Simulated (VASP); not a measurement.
Input:

```xyz
2
Lattice="0.0000 3.5129 3.5129 3.5129 0.0000 3.5129 3.5129 3.5129 0.0000" Properties=species:S:1:pos:R:3 pbc="T T T"
Ba     0.0000     0.0000     0.0000
Te     3.5129     3.5129     3.5129
```

Calculation: PBE GGA with D3 dispersion (zero damping), VASP's PBE PAW potentials (set 64) (plane waves; VASP). Numerical set-up: 520 eV cut-off, Gaussian smearing of 0.050 eV, potentials Ba_sv Te.

Unless said otherwise, spin-orbit coupling is left out, though it shifts the bands of the heavy elements here.

Question: Estimate the band gap (along the path) with the smallest direct gap where there is one.

Answer: 
```yaml
band gap (along the path): 1.54 eV
smallest direct gap (along the path): 1.93 eV
```

The compound is BaTe in the rock salt structure. It was relaxed first.
